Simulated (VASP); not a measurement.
OSZICAR of a VASP run on PtS2 (atoms displaced from the space group 164 structure):

File OSZICAR:
```
       N       E                     dE             d eps       ncg     rms          rms(c)
DAV:   1     0.993340757379E+02    0.99334E+02   -0.92031E+03  3098   0.105E+03
DAV:   2    -0.125217714593E+02   -0.11186E+03   -0.10940E+03  3825   0.225E+02
DAV:   3    -0.165852255852E+02   -0.40635E+01   -0.40467E+01  3831   0.474E+01
DAV:   4    -0.166294696735E+02   -0.44244E-01   -0.44230E-01  3853   0.532E+00
DAV:   5    -0.166303185470E+02   -0.84887E-03   -0.84885E-03  3964   0.698E-01    0.205E+01
DAV:   6    -0.185886885199E+02   -0.19584E+01   -0.28823E+01  2998   0.564E+01    0.244E+01
DAV:   7    -0.151838852666E+02    0.34048E+01   -0.11221E+01  3005   0.372E+01    0.533E+00
DAV:   8    -0.152649964718E+02   -0.81111E-01   -0.14247E+00  3117   0.851E+00    0.320E+00
DAV:   9    -0.152404581079E+02    0.24538E-01   -0.93356E-02  3397   0.308E+00    0.699E-01
DAV:  10    -0.152401054928E+02    0.35262E-03   -0.16541E-02  3460   0.921E-01    0.522E-01
DAV:  11    -0.152401131712E+02   -0.76783E-05   -0.45648E-03  3978   0.447E-01    0.148E-01
DAV:  12    -0.152399474543E+02    0.16572E-03   -0.15690E-03  3887   0.265E-01    0.816E-02
DAV:  13    -0.152399382691E+02    0.91851E-05   -0.17774E-04  3523   0.960E-02    0.226E-02
DAV:  14    -0.152399348650E+02    0.34042E-05   -0.29207E-05  4107   0.353E-02    0.125E-02
DAV:  15    -0.152399346471E+02    0.21790E-06   -0.44883E-06  3306   0.148E-02
   1 F= -.15239935E+02 E0= -.15239935E+02  d E =-.829137E-14
```

**Question.** Which electronic solver shows in the log?

**Answer.** It is blocked Davidson (ALGO = Normal, or the opening steps of other solvers). The INCAR had ALGO = Normal.

**Question.** Can the final energy be trusted as converged?

**Answer.** The run converged. It stopped with EDIFF = 1E-6, NELM = 100 (PBE GGA, plane waves, VASP's PBE PAW potentials (set 64)).

The compound is PtS2 in the 1T layered structure. The cell was not relaxed at this level, atoms are displaced from their ideal sites. The run is one of a series of settings (AMIX = 0.6, BMIX = 0.0001, IMIX = 4 against the base run), some of them coarse on purpose.
